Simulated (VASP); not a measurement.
```yaml
crystal:
  lattice:
    - [1.61975, 0.93516, 6.27143]
    - [-1.61975, 0.93516, 6.27143]
    - [0.00000, -1.87032, 6.27143]
  atoms:
    - { symbol: W, position: [0.00000, 0.00000, 0.00000] }
    - { symbol: S, position: [0.75230, 0.75230, 0.75230] }
    - { symbol: S, position: [0.58100, 0.58100, 0.58100] }
```

Computed with LDA (Ceperley-Alder, Perdew-Zunger), VASP's LDA PAW potentials (set 64) (plane waves; VASP). Settings: 300 eV cut-off, 6×6×6 Γ-centred mesh, Fermi-Dirac smearing of 0.10 eV, potentials W_sv S.

At this cut-off the stress carries a Pulay error, which pulls relaxed volumes low.

### Question
Which forces act on the atoms, in eV/Å?

### Answer

```tsv
atom	Fx	Fy	Fz
W1	0.000	0.000	0.005
S2	0.000	0.000	-1.515
S3	0.000	0.000	1.510
```

### Question
Give the stress tensor in GPa (positive for a compressed cell).

### Answer

```
-14.39    0.00    0.00
  0.00  -14.39    0.00
  0.00    0.00  -15.47
```
The pressure is its mean diagonal, -14.75 GPa.

The structure was generated: WS2 was put into an ordered model structure, which need not be its known phase. The cell was not relaxed at this level.
